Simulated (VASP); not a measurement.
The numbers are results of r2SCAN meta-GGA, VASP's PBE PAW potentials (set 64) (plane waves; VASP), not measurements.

VASP ran on this input.

**KPOINTS**
```
Automatic mesh
0
Gamma
14 14 14
```

**POSCAR**
```
Ag
1.0
  0.0000000000   2.0505678042   2.0505678042
  2.0505678042   0.0000000000   2.0505678042
  2.0505678042   2.0505678042   0.0000000000
Ag
1
Cart
  0.0000000000   0.0000000000   0.0000000000
```

**INCAR**
```
SYSTEM = Ag
PREC = Accurate
ENCUT = 400
EDIFF = 1E-8
NELM = 100
ALGO = Normal
LREAL = .FALSE.
LASPH = .TRUE.
ISMEAR = 1
SIGMA = 0.1
METAGGA = R2SCAN
LMIXTAU = .TRUE.
LMAXMIX = 4
LWAVE = .FALSE.
LCHARG = .FALSE.
IBRION = 1
ISIF = 2
NSW = 30
EDIFFG = -0.001
```

POTCAR, in this order: Ag (PBE.64 set). Program: vasp_std.

What VASP printed:

OSZICAR:
```
       N       E                     dE             d eps       ncg     rms          rms(c)
DAV:   1     0.169784135173E+02    0.16978E+02   -0.49259E+03  1944   0.897E+02
DAV:   2    -0.244837688208E+02   -0.41462E+02   -0.39491E+02  1915   0.190E+02
DAV:   3    -0.248255785296E+02   -0.34181E+00   -0.34175E+00  2285   0.211E+01
DAV:   4    -0.248264789055E+02   -0.90038E-03   -0.90036E-03  2116   0.968E-01
DAV:   5    -0.248264881919E+02   -0.92864E-05   -0.92864E-05  2126   0.877E-02    0.591E+00
DAV:   6    -0.212027578531E+02    0.36237E+01   -0.78531E+00  1878   0.320E+01    0.500E+00
DAV:   7    -0.213499907657E+02   -0.14723E+00   -0.52974E-01  1879   0.731E+00    0.244E+00
DAV:   8    -0.213401755919E+02    0.98152E-02   -0.31417E-02  1877   0.167E+00    0.144E-01
DAV:   9    -0.213540356508E+02   -0.13860E-01   -0.29576E-02  1918   0.136E+00    0.174E-01
DAV:  10    -0.213539161916E+02    0.11946E-03   -0.17558E-03  1913   0.522E-01    0.687E-02
DAV:  11    -0.213571840648E+02   -0.32679E-02   -0.53261E-03  1902   0.614E-01    0.632E-02
DAV:  12    -0.213569601934E+02    0.22387E-03   -0.23028E-04  2058   0.151E-01    0.530E-02
DAV:  13    -0.213570754808E+02   -0.11529E-03   -0.17911E-04  1908   0.144E-01    0.236E-02
DAV:  14    -0.213571339160E+02   -0.58435E-04   -0.10723E-04  1936   0.872E-02    0.606E-03
DAV:  15    -0.213571332144E+02    0.70159E-06   -0.47058E-06  1977   0.245E-02    0.148E-03
DAV:  16    -0.213571336167E+02   -0.40231E-06   -0.27973E-07  1903   0.589E-03    0.122E-03
DAV:  17    -0.213571343047E+02   -0.68798E-06   -0.52316E-07  1886   0.814E-03    0.269E-04
DAV:  18    -0.213571342553E+02    0.49406E-07   -0.39530E-08  1973   0.209E-03    0.189E-04
DAV:  19    -0.213571342508E+02    0.45541E-08   -0.11296E-08  1364   0.100E-03
   1 F= -.21357134E+02 E0= -.21356893E+02  d E =-.213571E+02
```

### OUTCAR
```
------------------------ aborting loop because EDIFF is reached ----------------------------------------
  FORCE on cell =-STRESS in cart. coord.  units (eV):
  Direction    XX          YY          ZZ          XY          YZ          ZX
  --------------------------------------------------------------------------------------
  Total        0.0042654      0.0042654      0.0042654     -0.0000000     -0.0000000      0.0000000
  in kB        0.3962943      0.3962943      0.3962943     -0.0000000     -0.0000000      0.0000000
  external PRESSURE =       0.3962943 kB  Pullay stress =       0.0000000 kB
  volume of cell :       17.24
      direct lattice vectors                 reciprocal lattice vectors
     0.000000000  2.050567804  2.050567804    -0.243834902  0.243834902  0.243834902
     2.050567804  0.000000000  2.050567804     0.243834902 -0.243834902  0.243834902
     2.050567804  2.050567804  0.000000000     0.243834902  0.243834902 -0.243834902
 POSITION                                       TOTAL-FORCE (eV/Angst)
 -----------------------------------------------------------------------------------
      0.00000      0.00000      0.00000         0.000000      0.000000      0.000000
 -----------------------------------------------------------------------------------
    total drift:                                0.000000     -0.000000      0.000000
  FREE ENERGIE OF THE ION-ELECTRON SYSTEM (eV)
  ---------------------------------------------------
  free  energy   TOTEN  =       -21.3571342508 eV

  energy  without entropy=      -21.3564111324  energy(sigma->0) =      -21.35689321

 reached required accuracy - stopping structural energy minimisation
```
(Selected blocks of OUTCAR.)

The compound is Ag in the fcc structure. It was relaxed first. The start is the result of an earlier pass.
